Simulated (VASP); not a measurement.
Set up this calculation in VASP 6.6.1, as the native input.

- Task: single point
- Functional: PBE
- Dispersion: D3(BJ)
- Potentials or basis: VASP PAW PBE potentials, release 64 (S, C, H)
- Cutoff: 520 eV
- k mesh: 1 × 1 × 1
- Occupations: fermi-dirac, width 0.02 eV
- Spin: no spin polarisation
- Dipole correction: no
- Further INCAR settings: LREAL = Auto; ALGO = Normal; EDIFF = 1e-06; NBANDS = 61

The structure of H4C3S2 lies in POSCAR:

```
H4C3S2
1.0
    8.1733020000      0.0000000000      0.0000000000
    0.0000000000      8.1733020000      0.0000000000
    0.0000000000      0.0000000000      8.1733020000
S C H
6 9 12
Direct
    0.1256652452      0.2480637569      0.0596943561
   -0.2363549028      0.2434144731     -0.0390539833
    0.2730353045      0.3010900613      0.5382402363
    0.5657811249      0.4763435879      0.7015157399
   -0.0243108599      0.9830298697      0.4378401777
    0.1221905174      0.6789667138      0.2460327540
   -0.0473492843      0.2628802900     -0.0007463324
    0.4545653642      0.3724565665      0.5877551080
    0.0343802297      0.8245627043      0.3460290590
    0.5530078296      0.6232854237      0.2411754760
    0.5303242190      0.7791343083      0.2170970802
    0.9612761158      0.6301369997      0.9272996397
    0.9987150848      0.6028041054      0.7584817005
    0.4360294040      0.9054969460      0.7602557693
    0.3877380280      0.9520876630      0.6127633605
    0.5086928147      0.5627590905      0.3346994887
    0.6312014410      0.5463275430      0.1602534692
    0.4727220406      0.7819972882      0.3279335573
    0.5645698642      0.8559820743      0.1099922651
    0.8487022748      0.6717970289      0.9839719614
    0.9955462309      0.5372981446      1.0277486382
    0.9081641667      0.6806061981      0.6961935335
    1.1109341121      0.5379710673      0.7036079176
    0.5083380010      1.0140210162      0.8185920452
    0.4371672550      0.7983921309      0.8251377473
    0.4063106930      1.0311866612      0.5034807230
    0.3514491450      0.8400521601      0.5449449929
```

The cell was built by a generator and needn't be a form met in nature.

These files were run (other wordings do the same):

INCAR

```
SYSTEM = H4C3S2
PREC = Accurate
ENCUT = 520
EDIFF = 1E-6
ISMEAR = -1
SIGMA = 0.02
LREAL = Auto
LASPH = .TRUE.
NELM = 80
ALGO = Normal
ISIF = 2
LWAVE = .FALSE.
LCHARG = .FALSE.
GGA = PE
IVDW = 12
NBANDS = 61
```

KPOINTS

```
Automatic mesh
0
G
  1 1 1
  0 0 0
```

Potentials or basis: VASP PAW PBE potentials, release 64 (S, C, H).

Run with:

```sh
$ cat potpaw_PBE.64/S/POTCAR potpaw_PBE.64/C/POTCAR potpaw_PBE.64/H/POTCAR > POTCAR
$ mpirun -np 1 vasp_gam > vasp.out
```

It gave:

```yaml
Pressure: 0.0 GPa
Largest_force: 7.436 eV/Å
Band_gap_on_the_k_mesh: 2.16 eV, direct
Dispersion_energy_per_atom: -0.064 eV
```

It took 93 s on 1 thread of Intel(R) Xeon(R) Platinum 8488C (Sapphire Rapids) (shared host), peak memory 0.59 GiB.
